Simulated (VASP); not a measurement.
# Cl on W(110): which site?, part 7 of 7

Where does Cl sit on W(110), and how strongly does it bind?

VASP 6.6.1, plane waves and PAW; the level of theory is named at each step.

So far. Step 12 (Potential and states with the adsorbate, site …): The vacuum level lies 4.19 eV above the Fermi level at the upper face; the two faces differ by 0.75 eV, the step that the slab's dipole of -0.116 e·Å makes.

### Step 13. Relaxing the adsorbate, site hollow

Level of this step: PBEsol, no spin polarisation; plane waves and PAW (W, Cl) (VASP).

File INCAR:

```
SYSTEM = W12Cl
PREC = Normal
ENCUT = 320
EDIFF = 1E-05
NELM = 120
ISMEAR = 1
SIGMA = 0.15
LREAL = Auto
ALGO = Fast
GGA = PS
NBANDS = 52
LASPH = .TRUE.
LORBIT = 11
LWAVE = .FALSE.
LCHARG = .FALSE.
KPAR = 2
NCORE = 2
IBRION = 2
NSW = 50
ISIF = 2
EDIFFG = -0.03
POTIM = 0.4
MAXMIX = 40
IDIPOL = 3
LDIPOL = .TRUE.
DIPOL = 0.5 0.5 0.509
```

File POSCAR:

```
W12Cl
1.0
    6.2883230688      0.0000000000      0.0000000000
    3.1441615344      4.4465158842      0.0000000000
    0.0000000000      0.0000000000     19.4465158842
W Cl
12 1
Selective dynamics
Direct
    0.0000000000      0.0000000000      0.3856732000  F F F
    0.5000000000      0.0000000000      0.3856732000  F F F
    0.0000000000      0.5000000000      0.3856732000  F F F
    0.5000000000      0.5000000000      0.3856732000  F F F
    0.7500000000      0.5000000000      0.4960352500  T T T
    0.2500000000      0.5000000000      0.4960352500  T T T
    0.7500000000      0.0000000000      0.4960352500  T T T
    0.2500000000      0.0000000000      0.4960352500  T T T
    0.0000000000      0.0000000000      0.6063704300  T T T
    0.5000000000      0.0000000000      0.6063704300  T T T
    0.0000000000      0.5000000000      0.6063704300  T T T
    0.5000000000      0.5000000000      0.6063704300  T T T
    0.1875000000      0.1250000000      0.6655069900  T T T
```

File KPOINTS:

```
Automatic mesh
0
Gamma
5 5 1
0 0 0
```

PAW data sets: W and Cl (PBE family, release 64).

On the command line:

```
$ mpirun -np 4 vasp_std
```

The program printed:

```text
[... set-up lines as in an earlier step ...]
 entering main loop
       N       E                     dE             d eps       ncg     rms          rms(c)
DAV:   1     0.360048973000E+03    0.36005E+03   -0.23207E+04   944   0.822E+02
DAV:   2    -0.110355260920E+03   -0.47040E+03   -0.44841E+03  1312   0.224E+02
DAV:   3    -0.160398285247E+03   -0.50043E+02   -0.48324E+02  1100   0.764E+01
DAV:   4    -0.163777656171E+03   -0.33794E+01   -0.33199E+01  1496   0.174E+01
[...]
RMM:  26    -0.153783044410E+03   -0.28181E-04   -0.14267E-06   399   0.392E-03    0.123E-03
RMM:  27    -0.153783055367E+03   -0.10957E-04   -0.92621E-07   383   0.347E-03    0.559E-04
RMM:  28    -0.153783058816E+03   -0.34496E-05   -0.41920E-07   327   0.298E-03
   1 F= -.15378306E+03 E0= -.15378051E+03  d E =-.153783E+03
[... from here on, the cycles between the ionic steps are left out ...]
   2 F= -.15551234E+03 E0= -.15550955E+03  d E =-.172929E+01
   3 F= -.15758638E+03 E0= -.15758308E+03  d E =-.380332E+01
   4 F= -.15810243E+03 E0= -.15809985E+03  d E =-.516058E+00
   5 F= -.15817126E+03 E0= -.15816875E+03  d E =-.584887E+00
   6 F= -.15828970E+03 E0= -.15828654E+03  d E =-.118440E+00
   7 F= -.15832574E+03 E0= -.15832200E+03  d E =-.154481E+00
   8 F= -.15838242E+03 E0= -.15837810E+03  d E =-.566709E-01
   9 F= -.15839392E+03 E0= -.15838930E+03  d E =-.681733E-01
  10 F= -.15842968E+03 E0= -.15842475E+03  d E =-.357657E-01
  11 F= -.15843566E+03 E0= -.15843074E+03  d E =-.417471E-01
  12 F= -.15844748E+03 E0= -.15844245E+03  d E =-.118153E-01
  13 F= -.15844887E+03 E0= -.15844383E+03  d E =-.132091E-01
  14 F= -.15845123E+03 E0= -.15844616E+03  d E =-.235175E-02
  15 F= -.15845126E+03 E0= -.15844620E+03  d E =-.238819E-02
  16 F= -.15845195E+03 E0= -.15844675E+03  d E =-.686887E-03
  17 F= -.15845196E+03 E0= -.15844675E+03  d E =-.693617E-03
  18 F= -.15845245E+03 E0= -.15844724E+03  d E =-.496417E-03
  19 F= -.15845262E+03 E0= -.15844739E+03  d E =-.660601E-03
  20 F= -.15845286E+03 E0= -.15844763E+03  d E =-.247703E-03
  21 F= -.15845310E+03 E0= -.15844786E+03  d E =-.479351E-03
  22 F= -.15845313E+03 E0= -.15844790E+03  d E =-.518962E-03
  23 F= -.15845331E+03 E0= -.15844808E+03  d E =-.172411E-03
 trial-energy change:   -0.000172  1 .order   -0.000156   -0.000212   -0.000099
 step:   1.7673(harm=  1.7673)  dis= 0.00220  next Energy=  -158.453334 (dE=-0.199E-03)
 reached required accuracy - stopping structural energy minimisation
```

It took 4.8 min on 4 MPI ranks of AMD EPYC 7R43, shared host; peak memory 0.73 GiB.

OUTCAR, selected parts (step 13):

```text
  Total      -18.0000506     -8.5595395     -0.5879635      0.0000000      0.2592743      0.0000000
  in kB      -53.0380821    -25.2211268     -1.7324650      0.0000000      0.7639650      0.0000000
  external PRESSURE =     -26.6638913 kB  Pullay stress =       0.0000000 kB

 POSITION                                       TOTAL-FORCE (eV/Angst)
 -----------------------------------------------------------------------------------
      0.00000      0.00000      7.50000        -0.011605      0.011367      0.079096
      3.14416      0.00000      7.50000         0.011605      0.011367      0.079096
      1.57208      2.22326      7.50000         0.000000     -0.231003      0.015708
      4.71624      2.22326      7.50000        -0.000000      0.129754     -0.198159
      6.29525      2.20593      9.65830        -0.001206      0.007188     -0.000485
      3.13723      2.20593      9.65830         0.001206      0.007188     -0.000485
      7.86040      4.42540      9.61497        -0.000000      0.006448      0.008030
      4.71624      4.43213      9.64475        -0.000000      0.011048     -0.003899
      3.14145      4.38770     11.82956         0.006077      0.016261     -0.006763
      6.29104      4.38770     11.82956        -0.006077      0.016261     -0.006763
      7.86040      2.31016     11.83777        -0.000000      0.005182      0.009940
      4.71624      2.14826     11.75815        -0.000000      0.003847      0.007930
      1.57208      0.71428     13.67630        -0.000000      0.005093      0.016753
 -----------------------------------------------------------------------------------
    total drift:                                0.000039      0.014864     -0.014383

  FREE ENERGIE OF THE ION-ELECTRON SYSTEM (eV)
  ---------------------------------------------------
  free  energy   TOTEN  =      -158.4533073550 eV

  energy  without entropy=     -158.4376263057  energy(sigma->0) =     -158.44808034

[... 3 parts as in an earlier step ...]

[... 1 further part left out ...]
[key lines of the parts left out:]
E-fermi :   0.0039
```

Step by step (22 of 23):

| step | energy less that of the first step (eV) | largest force (eV/Å) |
| --- | --- | --- |
| 1 | 0.0000 | 16.0070 |
| 2 | -1.7293 | 7.8643 |
| 3 | -3.8033 | 2.5483 |
| 4 | -4.3194 | 1.5712 |
| 5 | -4.3882 | 1.3964 |
| 6 | -4.5066 | 0.7369 |
| 7 | -4.5427 | 0.6571 |
| 8 | -4.5994 | 0.3680 |
| 9 | -4.6109 | 0.5185 |
| 10 | -4.6466 | 0.2856 |
| 11 | -4.6526 | 0.2590 |
| 13 | -4.6658 | 0.1053 |
| 14 | -4.6682 | 0.0636 |
| 15 | -4.6682 | 0.0633 |
| 16 | -4.6689 | 0.0440 |
| 17 | -4.6689 | 0.0429 |
| 18 | -4.6694 | 0.0474 |
| 19 | -4.6696 | 0.0550 |
| 20 | -4.6698 | 0.0449 |
| 21 | -4.6700 | 0.0340 |
| 22 | -4.6701 | 0.0355 |
| 23 | -4.6702 | 0.0186 |

The atoms that moved most (Å):

| atom | dx | dy | dz | length |
| --- | --- | --- | --- | --- |
| Cl13 | 0.000 | 0.158 | 0.735 | 0.751 |
| W11 | 0.000 | 0.087 | 0.046 | 0.098 |
| W12 | 0.000 | -0.075 | -0.034 | 0.082 |
| W9 | -0.003 | -0.059 | 0.038 | 0.070 |
| W10 | 0.003 | -0.059 | 0.038 | 0.070 |
| W7 | 0.000 | -0.021 | -0.031 | 0.038 |
| W5 | 0.007 | -0.017 | 0.012 | 0.022 |
| W6 | -0.007 | -0.017 | 0.012 | 0.022 |

The relaxed structure:

```cif
data_structure
_symmetry_space_group_name_H-M 'P 1'
_symmetry_Int_Tables_number 1
_cell_length_a 6.2883
_cell_length_b 5.4458
_cell_length_c 19.4465
_cell_angle_alpha 90.000
_cell_angle_beta 90.000
_cell_angle_gamma 54.736
_cell_volume 543.75
loop_
_atom_site_label
_atom_site_type_symbol
_atom_site_fract_x
_atom_site_fract_y
_atom_site_fract_z
_atom_site_occupancy
W1 W 0.00000 0.00000 0.38567 1
W2 W 0.50000 0.00000 0.38567 1
W3 W 0.00000 0.50000 0.38567 1
W4 W 0.50000 0.50000 0.38567 1
W5 W 0.75305 0.49610 0.49666 1
W6 W 0.25085 0.49610 0.49666 1
W7 W 0.75237 0.99525 0.49443 1
W8 W 0.25162 0.99677 0.49596 1
W9 W 0.00618 0.98677 0.60831 1
W10 W 0.50705 0.98677 0.60831 1
W11 W 0.99023 0.51954 0.60873 1
W12 W 0.50843 0.48313 0.60464 1
Cl13 Cl 0.16968 0.16064 0.70328 1
```

The run ended after 23 ionic steps, 4.670 eV below its first step, once the forces on the free atoms met EDIFFG = -0.03.

### Step 14. Potential and states with the adsorbate, site hollow

File INCAR:

```
SYSTEM = W12Cl
PREC = Normal
ENCUT = 320
EDIFF = 1E-06
NELM = 120
ISMEAR = 1
SIGMA = 0.15
LREAL = Auto
ALGO = Fast
GGA = PS
NBANDS = 52
LASPH = .TRUE.
LORBIT = 11
LWAVE = .FALSE.
LCHARG = .FALSE.
KPAR = 2
NCORE = 2
IDIPOL = 3
LDIPOL = .TRUE.
DIPOL = 0.5 0.5 0.512
LVHAR = .TRUE.
LVACPOTAV = .TRUE.
NEDOS = 1500
```

File POSCAR:

```
W12Cl
1.0
    6.2883230688      0.0000000000      0.0000000000
    3.1441615344      4.4465158842      0.0000000000
    0.0000000000      0.0000000000     19.4465158842
W Cl
12 1
Selective dynamics
Direct
    0.0000000000      0.0000000000      0.3856732000  F F F
    0.5000000000      0.0000000000      0.3856732000  F F F
    0.0000000000      0.5000000000      0.3856732000  F F F
    0.5000000000      0.5000000000      0.3856732000  F F F
    0.7530505878      0.4961032705      0.4966596325  T T T
    0.2508461416      0.4961032705      0.4966596325  T T T
    0.7523739088      0.9952521824      0.4944316068  T T T
    0.2516171443      0.9967657113      0.4959630856  T T T
    0.0061826746      0.9867717235      0.6083125629  T T T
    0.5070456019      0.9867717235      0.6083125629  T T T
    0.9902277193      0.5195445615      0.6087346525  T T T
    0.5084336235      0.4831327529      0.6046404898  T T T
    0.1696813085      0.1606373831      0.7032778963  T T T
```

KPOINTS is that of step 13.

On the command line:

```
$ mpirun -np 4 vasp_std
```

The program printed:

```text
[... set-up lines as in an earlier step ...]
 entering main loop
       N       E                     dE             d eps       ncg     rms          rms(c)
DAV:   1     0.335813548550E+03    0.33581E+03   -0.23046E+04   944   0.822E+02
DAV:   2    -0.118625012638E+03   -0.45444E+03   -0.43369E+03  1332   0.220E+02
DAV:   3    -0.165369534076E+03   -0.46745E+02   -0.45092E+02  1088   0.726E+01
DAV:   4    -0.168571932473E+03   -0.32024E+01   -0.31441E+01  1512   0.166E+01
[...]
RMM:  28    -0.158453307013E+03   -0.23266E-05   -0.31067E-07   506   0.139E-03    0.506E-04
RMM:  29    -0.158453308933E+03   -0.19194E-05   -0.24555E-07   476   0.128E-03    0.394E-04
RMM:  30    -0.158453309342E+03   -0.40971E-06   -0.12949E-07   413   0.109E-03
 [... a notice as in an earlier step ...]

   1 F= -.15845331E+03 E0= -.15844808E+03  d E =-.156912E-01
```

The job ended after 39 s (4 MPI ranks; peak memory 0.67 GiB; 2.6 min of CPU time).

Parts of OUTCAR (step 14):

```text
  Total      -17.9993718     -8.5581509     -0.5901776      0.0000000      0.2598695      0.0000000
  in kB      -53.0360819    -25.2170353     -1.7389889      0.0000000      0.7657189      0.0000000
  external PRESSURE =     -26.6640354 kB  Pullay stress =       0.0000000 kB

 POSITION                                       TOTAL-FORCE (eV/Angst)
 -----------------------------------------------------------------------------------
      0.00000      0.00000      7.50000        -0.011464      0.011607      0.078749
      3.14416      0.00000      7.50000         0.011464      0.011607      0.078749
      1.57208      2.22326      7.50000        -0.000000     -0.230710      0.015377
      4.71624      2.22326      7.50000         0.000000      0.129822     -0.198876
      6.29525      2.20593      9.65830        -0.001518      0.008424     -0.001713
      3.13723      2.20593      9.65830         0.001518      0.008424     -0.001713
      7.86040      4.42540      9.61497        -0.000000      0.006716      0.009899
      4.71624      4.43213      9.64475        -0.000000      0.010991     -0.005434
      3.14145      4.38770     11.82956         0.006007      0.017901     -0.008064
      6.29104      4.38770     11.82956        -0.006007      0.017901     -0.008064
      7.86040      2.31016     11.83777        -0.000000      0.004886      0.009282
      4.71624      2.14826     11.75815        -0.000000      0.003250      0.007789
      1.57208      0.71428     13.67630        -0.000000     -0.000818      0.024021
 -----------------------------------------------------------------------------------
    total drift:                                0.000044      0.009500     -0.007208

  FREE ENERGIE OF THE ION-ELECTRON SYSTEM (eV)
  ---------------------------------------------------
  free  energy   TOTEN  =      -158.4533093422 eV

  energy  without entropy=     -158.4376181050  energy(sigma->0) =     -158.44807893

[... 2 parts as in an earlier step ...]

[... 1 further part left out ...]
[key lines of the parts left out:]
E-fermi :   0.0072
```

The planar average of the electrostatic potential oscillates, so the rows of the table below give means over windows of 1 Å about each position, cut where the curve ends. Its maxima inside the range that stand out by 2 % of the span (Å: eV): 1.0: 4.98, 8.5: -3.53, 10.7: -3.32, 13.1: -0.797. Its minima: 7.6: -11.9, 9.6: -12.7, 11.8: -12.1, 13.6: -1.95.

Zero at the Fermi level. Table of planar average of the electrostatic potential by height; means over each step:

| height (Å) | planar average of the electrostatic potential (eV) |
| --- | --- |
| 0 | 4.73 |
| 1 | 4.98 |
| 2 | 4.98 |
| 3 | 4.98 |
| 4 | 4.97 |
| 5 | 4.79 |
| 6 | 2.60 |
| 7 | -7.65 |
| 8 | -8.25 |
| 9 | -7.35 |
| 10 | -9.82 |
| 11 | -5.80 |
| 12 | -10.4 |
| 13 | -2.18 |
| 14 | 0.131 |
| 15 | 4.13 |
| 16 | 4.40 |
| 17 | 4.41 |
| 18 | 4.41 |
| 19 | 4.41 |

The map of layer states is cut here 0.5 eV above the Fermi level, so it leaves out the states above that.

At the end the adsorbate's closest contact with the slab is Cl-W at 2.43 Å, 1.60 Å to the side of the slab's atom, and its lowest atom lies 1.84 Å above the highest atom of the slab.

The vacuum level lies 4.41 eV above the Fermi level at the upper face; the two faces differ by 0.57 eV, the step that the slab's dipole of -0.089 e·Å makes.

VASP counts the dipole in electrons times Å, so a positive number points the physical dipole along −c.

The program found no field-free point at its default tolerance, but its printed level agrees with the flat part of the planar average.

On this mesh the fine structure of the density of states is sampling noise, and high empty states may be cut by the number of bands.

### Step 15. The sites side by side

This step: adsorption sites, PBEsol; plane waves and PAW (VASP 6.6.1).

This step runs nothing: it gathers the runs above.

The site's symmetry is kept, so a site may be a saddle point. All sites:

| site | adsorption energy (eV) | height over the top layer (Å) | shortest distance to the metal (Å) | bond in the molecule (Å) | change of the work function (eV) | sideways move (Å) |
| --- | --- | --- | --- | --- | --- | --- |
| ontop | -2.26 | 2.501 | 2.273 | - | 0.2531 | 0 |
| shortbridge | -2.713 | 2.072 | 2.457 | - | -0.1468 | 0 |
| longbridge | -2.612 | 1.832 | 2.46 | - | -0.7669 | 0 |
| hollow | -2.92 | 1.863 | 2.435 | - | -0.547 | 0.16 |

Each adsorption energy is the energy with the adsorbate less the clean slab (-153.617 eV) and the reference (-1.911 eV, half of Cl2).

### Step 16. Results

```yaml
ontop_start: -2.26 eV
shortbridge_start: -2.71 eV
longbridge_start: -2.61 eV
hollow_start: -2.92 eV
```

Among the starts that kept their site, Cl is lowest at the hollow site of W(110), at -2.92 eV against half of Cl2; shortbridge lies 0.21 eV higher, longbridge lies 0.31 eV higher and ontop lies 0.66 eV higher. At that site the work function falls by 0.55 eV from 4.96 eV. The clean slab ran with reciprocal-space projectors and the cells with the adsorbate with LREAL = Auto, which leaves a small offset in these differences. Symmetry was kept, so any start that stayed on its site may sit on a saddle point. The slab is thin, and zero-point and thermal parts are left out.

[Lines on the potential files, build, host, timing and source positions are cut from VASP's logs without a mark.]

[Logs are printed without paths, hosts, clocks, repeated set-up lines and the standing remarks that a program may print on its own settings, such as how far it seeks lower states.]

[Hosts, paths, dates, database ids (printed as entryN), source tags and the programs' standing remarks are cut or masked in the printed files.]

[Runs that stopped without an error message from VASP are left out.]
